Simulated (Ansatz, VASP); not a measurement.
# InSe: VASP beside Ansatz

One calculation is typed for both programs; each brings its own data sets and cutoff. How far apart do they land?

Calculated with Ansatz 0.2.0; plane waves, with VASP 6.6.1 beside it; single point at LDA.

The database entry behind the starting cell differs from later determinations by our own check (c about 1.5 % long), so it need not match the best structure at ambient conditions.

### 1. The structure

It takes space group R3m (No. 160, trigonal). Conventional cell: a = 4.000 Å, b = 4.000 Å, c = 25.320 Å, α = 90.00°, β = 90.00°, γ = 120.00°. Nearest to In lie 3 Se at 2.63 Å and 1 In at 2.76 Å. Nearest to Se lie 3 In at 2.63 Å. Nearest to Se lie 3 In at 2.63 Å. Farther neighbours and most contacts between anions are not listed.

### 2. VASP: single point, LDA

A single point gives forces, pressure and levels at one fixed geometry, so differences don't come from the geometry; what else differs is listed under the comparison.

Lines of VASP's logs that name or quote its potential files are left out, and so is its time.

The input, INCAR:

```
SYSTEM = InSe
PREC = Accurate
ENCUT = 400
EDIFF = 1E-07
NELM = 100
ISMEAR = 0
SIGMA = 0.01
LREAL = .FALSE.
ALGO = Normal
GGA = CA
NBANDS = 25
LORBIT = 11
LWAVE = .FALSE.
LCHARG = .FALSE.
KPAR = 2
```

The input, POSCAR:

```
InSe
1.0
    2.0000000000      1.1547005384      8.4400000000
   -2.0000000000      1.1547005384      8.4400000000
    0.0000000000     -2.3094010768      8.4400000000
In Se
2 2
Direct
    0.8898298842      0.8898298842      0.8898298842
    0.9988660982      0.9988660982      0.9988660982
    0.1731016036      0.1731016036      0.1731016036
    0.3822024140      0.3822024140      0.3822024140
```

The input, KPOINTS:

```
Automatic mesh
0
Gamma
7 7 7
0 0 0
```

The projector-augmented-wave data sets are In_d and Se (PBE family, release 64).

Command:

```sh
mpirun -np 2 vasp_std
```

Numbers of over 12 decimals in the logs are rounded to 6 here.

The program printed:

```text
[banner, memory and clock lines left out]
running    2 mpi-ranks, on    1 nodes
 distrk:  each k-point on    1 cores,    2 groups
 distr:  one band on    1 cores,    1 groups

 POSCAR found type information on POSCAR InSe
 POSCAR found :  2 types and       4 ions
|                                                                             |
|               ----> ADVICE to this user running VASP <----                  |
|                                                                             |
|     You enforced a specific xc type in the INCAR file but a different       |
|     [... a line on the potential file left out ...]
|     I HOPE YOU KNOW WHAT YOU ARE DOING!                                     |
|                                                                             |

 LDA part: xc-table for (Slater(with rela. corr.)+CA(PZ))
 , standard interpolation
 POSCAR, INCAR and KPOINTS ok, starting setup
 FFT: planning ... GRIDC
 FFT: planning ... GRID_SOFT
 FFT: planning ... GRID
 WAVECAR not read
 entering main loop
       N       E                     dE             d eps       ncg     rms          rms(c)
DAV:   1     0.306083251535E+03    0.30608E+03   -0.14960E+04  2200   0.139E+03
DAV:   2     0.163829037433E+02   -0.28970E+03   -0.28365E+03  2253   0.359E+02
DAV:   3    -0.160605319305E+02   -0.32443E+02   -0.32117E+02  2879   0.139E+02
DAV:   4    -0.172575928301E+02   -0.11971E+01   -0.11949E+01  2478   0.296E+01
DAV:   5    -0.173155740838E+02   -0.57981E-01   -0.57975E-01  3599   0.574E+00    0.684E+00
DAV:   6    -0.167996276315E+02    0.51595E+00   -0.11268E+00  2976   0.194E+01    0.396E+00
DAV:   7    -0.167545388267E+02    0.45089E-01   -0.37225E-01  3118   0.525E+00    0.109E+00
DAV:   8    -0.167493377091E+02    0.52011E-02   -0.32372E-02  3339   0.206E+00    0.697E-01
DAV:   9    -0.167481347069E+02    0.12030E-02   -0.48284E-03  2535   0.461E-01    0.136E-01
DAV:  10    -0.167481590141E+02   -0.24307E-04   -0.29464E-04  3424   0.138E-01    0.871E-02
DAV:  11    -0.167481735375E+02   -0.14523E-04   -0.48715E-05  2842   0.846E-02    0.273E-02
DAV:  12    -0.167481703259E+02    0.32116E-05   -0.96611E-06  3324   0.381E-02    0.102E-02
DAV:  13    -0.167481705984E+02   -0.27249E-06   -0.18118E-06  3089   0.107E-02    0.478E-03
DAV:  14    -0.167481706685E+02   -0.70119E-07   -0.24809E-07  1813   0.797E-03
   1 F= -.16748171E+02 E0= -.16748171E+02  d E =-.172544E-28
```

From OUTCAR (step 2):

```text
ion  position               nearest neighbor table
   1  0.890  0.890  0.890-   3 2.63   3 2.63   3 2.63   2 2.76
   2  0.999  0.999  0.999-   4 2.63   4 2.63   4 2.63   1 2.76
   3  0.173  0.173  0.173-   1 2.63   1 2.63   1 2.63
   4  0.382  0.382  0.382-   2 2.63   2 2.63   2 2.63

  LATTYP: Found a trigonal (rhomboedric) cell.
 ALAT       =     8.7502533297
 COS(alpha) =     0.8955162542

 Subroutine GETGRP returns: Found  6 space group operations
 (whereof  6 operations were pure point group operations)

The static configuration has the point symmetry C_3v.

 Found     44 irreducible k-points:

   k-points           NKPTS =     44   k-points in BZ     NKDIM =     44   number of bands    NBANDS=     25

   dimension x,y,z NGX =    60 NGY =   60 NGZ =   60
   dimension x,y,z NGXF=   120 NGYF=  120 NGZF=  120

   ENCUT  =  400.0 eV  29.40 Ry    5.42 a.u.  14.27 14.27 14.27*2*pi/ulx,y,z

   NELECT =      38.0000    total number of electrons

 k-points in reciprocal lattice and weights: Automatic mesh
   0.00000000  0.00000000  0.00000000       0.003
   0.14285714 -0.00000000  0.00000000       0.017
   0.28571429  0.00000000 -0.00000000       0.017
   0.42857143  0.00000000  0.00000000       0.017
   0.14285714  0.14285714  0.00000000       0.017
   0.28571429  0.14285714  0.00000000       0.035
   0.42857143  0.14285714  0.00000000       0.035
  -0.42857143  0.14285714  0.00000000       0.035
  -0.28571429  0.14285714  0.00000000       0.035
[...]
0.42857143  0.42857143  0.42857143       0.006
  -0.42857143  0.42857143  0.42857143       0.017

 average (electrostatic) potential at core
       1 -97.0576       2 -97.0606       3 -54.0320       4 -54.0361

 E-fermi :   3.6921

 k-point     1 :       0.0000    0.0000    0.0000
  band No.  band energies     occupation
    ...
     15       2.2432      2.00000
     16       2.5161      2.00000
     17       2.5161      2.00000
     18       2.5810      2.00000
     19       2.5810      2.00000
     20       5.3359      0.00000
     21       5.7404      0.00000
     22       8.0415      0.00000
     23       8.0415      0.00000
     24       9.0811      0.00000
    ...

 k-point     2 :       0.1429   -0.0000    0.0000
  band No.  band energies     occupation
    ...
     15       1.2823      2.00000
     16       2.0257      2.00000
     17       2.2619      2.00000
     18       2.3629      2.00000
     19       2.6930      2.00000
     20       5.7944      0.00000
     21       6.4647      0.00000
     22       7.3149      0.00000
     23       8.2387      0.00000
     24       8.4548      0.00000
    ...

 k-point     3 :       0.2857    0.0000   -0.0000
  band No.  band energies     occupation
    ...
     15       0.0663      2.00000
     16       1.6995      2.00000
     17       1.8071      2.00000
     18       1.9046      2.00000
     19       2.7156      2.00000
     20       5.4428      0.00000
     21       5.8516      0.00000
     22       7.6482      0.00000
     23       7.9892      0.00000
     24       8.4606      0.00000
    ...

  Total       -0.6571513     -0.6571513     -0.7638022      0.0000000      0.0000000      0.0000000
  in kB       -9.0029094     -9.0029094    -10.4640170      0.0000000      0.0000000      0.0000000
  external PRESSURE =      -9.4899453 kB  Pullay stress =       0.0000000 kB

  energy-cutoff  :      400.00
  volume of cell :      116.95
      direct lattice vectors                 reciprocal lattice vectors
     2.000000000  1.154700538  8.440000000     0.250000000  0.144337567  0.039494471
    -2.000000000  1.154700538  8.440000000    -0.250000000  0.144337567  0.039494471
     0.000000000 -2.309401077  8.440000000     0.000000000 -0.288675135  0.039494471

 POSITION                                       TOTAL-FORCE (eV/Angst)
 -----------------------------------------------------------------------------------
      0.00000      0.00000     22.53049         0.000000      0.000000     -0.009034
      0.00000      0.00000     25.29129         0.000000     -0.000000     -0.002132
      0.00000      0.00000      4.38293         0.000000      0.000000      0.006303
      0.00000      0.00000      9.67737         0.000000     -0.000000      0.004863
 -----------------------------------------------------------------------------------
    total drift:                                0.000000      0.000000     -0.000371

  FREE ENERGIE OF THE ION-ELECTRON SYSTEM (eV)
  ---------------------------------------------------
  free  energy   TOTEN  =       -16.7481706685 eV

  energy  without entropy=      -16.7481706685  energy(sigma->0) =      -16.74817067

 total charge
# of ion       s       p       d       tot
------------------------------------------
    1        0.869   0.694   9.890  11.453
    2        0.869   0.693   9.890  11.453
    3        1.479   2.320   0.024   3.822
    4        1.479   2.320   0.024   3.822
--------------------------------------------------
tot          4.695   6.026  19.828  30.550

[... 3 further parts left out ...]
```

The run ends at a pressure of -0.95 GPa, with forces up to 0.0090 eV/Å.

### 3. Ansatz: single point, LDA

Ansatz runs on its default PAW (the set named soft_2) files.

The same cell, functional (in two slightly different forms), mesh and smearing now go to Ansatz, which takes its cutoff from its data sets.

The input, input.yaml:

```yaml
crystal:
  lattice:
    - [2.0, 1.1547005384, 8.44]
    - [-2.0, 1.1547005384, 8.44]
    - [0.0, -2.3094010768, 8.44]
  atoms:
    - { symbol: In, position: [0.8898298842, 0.8898298842, 0.8898298842] }
    - { symbol: In, position: [0.9988660982, 0.9988660982, 0.9988660982] }
    - { symbol: Se, position: [0.1731016036, 0.1731016036, 0.1731016036] }
    - { symbol: Se, position: [0.382202414, 0.382202414, 0.382202414] }
hamiltonian:
  xc: lda
  pseudopotentials: { kind: paw }
kpoints:
  mp_grid: { grid: [7, 7, 7] }
scf:
  occupations: { method: gaussian, width: 0.01 }
  n_extra_bands: 5
output:
  forces: true
  stress: true
  eigenvalues: true
  write_density: true
  write_potential: true
  elf: true
  volumetric_format: npy
```

Command:

```sh
ansatz run input.yaml --threads 2 --pin off --max-ram 4608MiB --backend cpu --events-out ev --progress --plain --runs-dir out
```

The program printed:

```text
basis.fft_grid_basis auto: the FFT boxes are laid along the combinations [[1, -1, 0], [0, 1, 0], [0, -1, 1]] of the cell's own vectors, 4.000, 8.750 and 4.000 Å long. The dense box has 27×60×27 points. Along the cell's own vectors, as sized, it would have 60×60×60, 4.94 times as many. Of the 6 symmetry operations that the crystal satisfies within crystal.symmetry.tolerance (time reversal apart; of a slab, those that  [...]
scf.n_extra_bands = 5 over 29 filled bands (N_el = 58.0): the run solves 34 bands
Engine: ansatz 0.2.0, aarch64-unknown-linux-gnu
Pseudopotentials: kind: paw
Pseudopotential: In, paw, valence charge 13, recommended cutoff 420 eV (normal), In.paw.azcp
Pseudopotential: Se, paw, valence charge 16, recommended cutoff 420 eV (normal), Se.paw.azcp
Functional definition: SPW92
  exchange = slater_x
  correlation = pw_c
Crystal: 4 atoms, lattice volume = 116.948 Å³
Basis set: ecut = 420 eV, 2309 PW (Γ), FFT grids on a1−a2, a2, −a2+a3
Bands: 34, of which v1, the nominal top of the filled ones, is band 29 counted from 1 (28 counted from 0)
Symmetry: 6 space group operations
Space group: R3m (ITA 160), of the structure as read, at distance tolerance 4.9e-5 Å
k-points: 44 of 343 (time reversal used)
Non-local potential: In, projectors of the file, l = 0: 2, l = 1: 2, l = 2: 2, l = 3: 2
Non-local potential: Se, projectors of the file, l = 0: 2, l = 1: 2, l = 2: 3, l = 3: 1
PAW form: soft (Blöchl's): semilocal exchange-correlation on the pseudo side does not see the compensation charge
PAW frozen core: In, regenerated for the run's functional, and the local potential with it (the file was generated under x = pbe(κ = 0.804, μ = 0.219515), c = pbe(β = 0.066725))
PAW frozen core: Se, regenerated for the run's functional, and the local potential with it (the file was generated under x = pbe(κ = 0.804, μ = 0.219515), c = pbe(β = 0.066725))
PAW one-centre angular grid: In, 590 points (default); XC on 64 Gauss nodes
PAW one-centre angular grid: Se, 590 points (default); XC on 64 Gauss nodes
Initial density: superposition of atomic densities (neutral atoms: chi_scale 0, normalization atom), corrected by the library's trained network
Initial wavefunctions: pseudopotential atomic-orbital guess
Functional: x = slater, c = lda
SCF iter   1: F=—  HF=-21682.744877 eV  |F-HF|=—  |Δ(HF+E_count)|=         —  Δρ=6.82e-3  dr2=5.78e-2  ethr=1.77e-3  ⟨swp⟩=6.9  Hψ=6559  notcnv=0
preconditioner: auto → Resta (q_TF=auto, 2.427 Å⁻¹)  ε∞=3.5  [insulator: Δε(μ)=0.624 eV  Ē_g=13.398 eV  σ=0.010 eV  W_gap=1.00  n_scr=30 (ndim 8)  ℏωp=21.2 eV  f_vac=0.091  D(μ)=0.00/eV (n_scr^D=0)  ε∞_Penn≈3.5]
SCF iter   2: F=—  HF=-21682.730636 eV  |F-HF|=—  |Δ(HF+E_count)|=   1.42e-2  Δρ=2.86e-3  dr2=5.37e-3  ethr=9.97e-5  ⟨swp⟩=3.9  Hψ=2916  notcnv=0  defer=44
SCF iter   3: F=—  HF=-21682.729493 eV  |F-HF|=—  |Δ(HF+E_count)|=   1.14e-3  Δρ=9.38e-4  dr2=8.32e-4  ethr=9.25e-6  ⟨swp⟩=2.0  Hψ=2464  notcnv=0  defer=44
SCF iter   4: F=—  HF=-21682.729388 eV  |F-HF|=—  |Δ(HF+E_count)|=   1.05e-4  Δρ=2.53e-4  dr2=7.30e-5  ethr=1.43e-6  ⟨swp⟩=2.0  Hψ=1891  notcnv=0  defer=44
SCF iter   5: F=—  HF=-21682.729391 eV  |F-HF|=—  |Δ(HF+E_count)|=   3.52e-6  Δρ=5.06e-5  dr2=3.32e-6  ethr=1.26e-7  ⟨swp⟩=2.1  Hψ=1780  notcnv=0  defer=44
SCF iter   6: F=—  HF=-21682.729393 eV  |F-HF|=—  |Δ(HF+E_count)|=   1.33e-6  Δρ=1.00e-5  dr2=1.68e-7  ethr=5.73e-9  ⟨swp⟩=2.0  Hψ=1781  notcnv=0  defer=44
SCF iter   7: F=-21682.729393 eV  HF=-21682.729393 eV  |F-HF|=5.17e-9  |Δ(HF+E_count)|=   5.30e-8  Δρ=2.95e-6  dr2=1.25e-8  ethr=1.72e-10  ⟨swp⟩=12.7  Hψ=9913  notcnv=0
SCF 1 converged in 7 iterations: F = -21682.729393 eV  dr2 = 1.25e-8
  greatest PAW one-centre occupation: 1.000 electrons in one spin orbital (limit 2), on the Se atom at site 2 (counted from 0), in its partial waves of l = 2
SCF converged after 7 iterations
Free energy (F): -21682.729393 eV
Harris-Foulkes:  -21682.729393 eV  (|F-HF|=5.17e-9)
Internal energy: -21682.729393 eV  (E = F + TS)
E sigma→0 (E₀):  -21682.729393 eV
Fermi energy:    7.084808 eV
--- Per-component energies (eV) ---
  E_band       = -935.678144
  E_kinetic    = 725.527453
  E_local      = -7953.369837  (includes V_loc(G=0)·N_el)
  E_nonlocal   = -437.809829
  E_hartree    = 3654.391957
  E_xc         = -633.653053
  E_vxc        = -398.423260  (∫ρ·V_xc dr)
  E_paw        = -11685.195179  (= ΣΔE_a)
  E_vpaw       = -180.390826  (= ΣTr[D̂ρ^β])
  E_aug_tail   = -0.001176  (compensation charges beyond the density's cutoff)
  E_ewald      = -5357.623525
  E_core_change = 5.003797  (= ΣΔE_core)
  E_smearing   = -0.000000  (= −TS)
  E_closure    = 0.000000  (closes the sum)
  Σ components = -21682.729393   (vs F -21682.729393, Δ=0.00e0)
--- Forces (eV/Å), atoms counted from 1 ---
  atom   1  In     0.00000000    -0.00000000    -0.03637856
  atom   2  In     0.00000000    -0.00000000     0.02557303
  atom   3  Se     0.00000000     0.00000000     0.05075930
  atom   4  Se     0.00000000     0.00000000    -0.03994661
  max |Σ_I F_I| component: 7.16e-6 eV/Å
--- Stress (GPa, compression-positive) ---
       -1.095359       0.000000       0.000000
        0.000000      -1.095359       0.000000
        0.000000       0.000000      -1.221539
  P = ⅓ Tr σ = -1.1374 GPa (-11.374 kbar)
--- Band table (eV; the first three rows and the last of 44) ---
  k-point 0: bands = [... 25 lower, 5.6754, 5.6754, 5.7408, 5.7408, 8.4855, 8.8895, 11.2078, 11.2078, ... 1 higher]
  k-point 1: bands = [... 25 lower, 5.1870, 5.4229, 5.5239, 5.8495, 8.9362, 9.6185, 10.4702, 11.4013, ... 1 higher]
  k-point 2: bands = [... 25 lower, 4.8562, 4.9704, 5.0681, 5.8685, 8.6020, 8.9937, 10.8161, 11.1473, ... 1 higher]
  k-point 43: bands = [... 25 lower, 4.7434, 5.3395, 5.6164, 6.7650, 8.3398, 9.6747, 10.5470, 11.3138, ... 1 higher]
```

Elapsed: 18 s, on 2 threads of Arm Neoverse N1, shared host; peak memory 0.42 GiB.

In the SCF lines HF is the Harris–Foulkes energy and dr2 the Hartree energy of the density residual, in eV; the loop may stop once dr2 is under the threshold and the program's other checks hold. Hψ counts applications of the Hamiltonian.

The run ends at a pressure of -1.14 GPa, with forces up to 0.051 eV/Å.

### 4. Side by side

Known differences besides the potentials themselves: the two LDA forms differ slightly; the data sets hold 58 valence electrons in Ansatz (default PAW (the set named soft_2) files) and 38 in VASP; the cutoff is 420 eV in Ansatz and 400 eV in VASP; Ansatz makes its cores anew for this functional, VASP keeps those of its PBE data sets; VASP's log shows a relativistic correction to its local exchange, Ansatz's none. Total energies have different zeros and are not compared.

Compared:

```csv
quantity,Ansatz,VASP,difference
pressure (GPa),-1.14,-0.95,-0.19
gap on the k mesh (eV),0.639,0.648,-0.009
```

At this near-relaxed geometry the largest component of a force difference is 45 meV/Å. A gap on the mesh is an upper bound, since the band edges may lie between its points.

### 5. Other set-ups

Further runs change the set-up of one program: Ansatz's method, potentials or start, or VASP's data sets, cutoff or form of LDA. The table gives Ansatz less VASP for each quantity, since a change that brings one quantity closer may part another.

| run | r.m.s. force difference (meV/Å) | pressure (GPa) | gap on the k mesh (eV) |
| --- | --- | --- | --- |
| as above | 21 | -0.19 | -0.0088 |
| cores kept as stored | 19 | -0.16 | -0.0070 |
| Ansatz's larger PAW set (cutoff 620 eV) | 21 | -0.18 | -0.0079 |
| norm-conserving potentials (cutoff 1170 eV) | 23 | -0.20 | -0.014 |

### 6. Summary of results

* r.m.s. force difference (single point, LDA): 21 meV/Å

**Reading.** The r.m.s. force difference is 21 meV/Å (single point, LDA), beyond the 12 meV/Å picked in this series as the mark of a large difference. Single point, LDA, norm-conserving potentials (cutoff 1170 eV): the difference in gap on the k mesh goes from -0.0088 to -0.014 eV. 1 further run of this series is not shown here. How closely two codes agree says nothing of how well the functional describes the real material.

[Lines on the potential files, build, host, timing and source positions are cut from VASP's logs without a mark.]

[Logs are printed without paths, hosts, clocks, repeated set-up lines and the standing remarks that a program may print on its own settings, such as how far it seeks lower states.]

[Hosts, paths, dates, database ids (printed as entryN), source tags and the programs' standing remarks are cut or masked in the printed files.]
